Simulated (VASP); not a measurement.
Here is the system:

```xyz
3
Lattice="3.0855 0.0000 0.0000 -1.5427 2.6721 0.0000 0.0000 0.0000 4.8270" Properties=species:S:1:pos:R:3 pbc="T T T"
Ta     1.5427     0.8907     3.5975
Ta     0.0000     1.7814     1.2295
N      0.0000     0.0000     0.0000
```

All values below come from PBE GGA, VASP's PBE PAW potentials (set 64) (plane waves; VASP 6.6.1). Numerical set-up: 400 eV cut-off, 14×14×8 Γ-centred mesh, Fermi-Dirac smearing of 0.14 eV, potentials Ta_pv N.

At this cut-off the stress carries a Pulay error, which pulls relaxed volumes low.

**Question.** The ions, cell shape and volume are relaxed. Give the cell that the relaxation ends in.

**Answer.** 
```xyz
3
Lattice="3.0944 0.0000 0.0000 -1.5472 2.6798 0.0000 0.0000 0.0000 4.8769" Properties=species:S:1:pos:R:3 pbc="T T T"
Ta     1.5472     0.8933     3.6289
Ta     0.0000     1.7865     1.2480
N     -1.5472     2.6798     0.0000
```
Space group P-3m1 (164), at a tolerance of 0.03 Å.

**Question.** How do energy and volume change from the first to the last step?

**Answer.** The energy (σ→0) changes by -3.7 meV/atom and the volume by +1.6 %, in 12 ionic steps.

The structure comes from a computed database's Ta2N entry; how it stands against other phases isn't given here. This run relaxes it. Symmetry was kept, so distortions that lower it aren't found. The run is one of a series of settings (EDIFFG = -0.01, IBRION = 2, ISIF = 3, NSW = 50 against the base run), some of them coarse on purpose. The electron count is odd and the run is not spin-polarised, which forces a metal. VASP warned that the highest band is occupied, so more bands are needed.
